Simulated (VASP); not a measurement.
Given:

```
P
1.0
    1.61888    -4.95169     0.00000
    1.61888     4.95169     0.00000
    0.00000     0.00000     4.03878
P
4
Cartesian
  1.61888   3.89368   3.75161
  1.61888   1.05801   1.73222
  1.61888  -1.05801   2.30656
  1.61888  -3.89368   0.28717
```

The numbers are results of LDA (Ceperley-Alder, Perdew-Zunger), VASP's LDA PAW potentials (set 64) (plane waves; VASP 6.6.1), not measurements. Settings: 520 eV cut-off, 10×10×8 Γ-centred mesh, first-order Methfessel-Paxton smearing of 0.10 eV, potentials P.

**Question.** The ions and cell shape at fixed volume are relaxed. Which structure does the run end with?

**Answer.** 
```
P
1.0
    1.66126    -4.97683     0.00000
    1.66126     4.97683     0.00000
    0.00000     0.00000     3.91585
P
4
Direct
  0.10965   0.89035   0.93802
  0.39035   0.60965   0.43802
  0.60965   0.39035   0.56198
  0.89035   0.10965   0.06198
```
Space group Cmce (64), at a tolerance of 0.03 Å.

**Question.** How much energy does the relaxation gain?

**Answer.** The energy (σ→0) changes by -15.5 meV/atom, in 10 ionic steps.

The compound is P in the black structure. This cell is one point of a volume scan, at 0.94 of the reference volume. Symmetry was kept, so distortions that lower it aren't found.
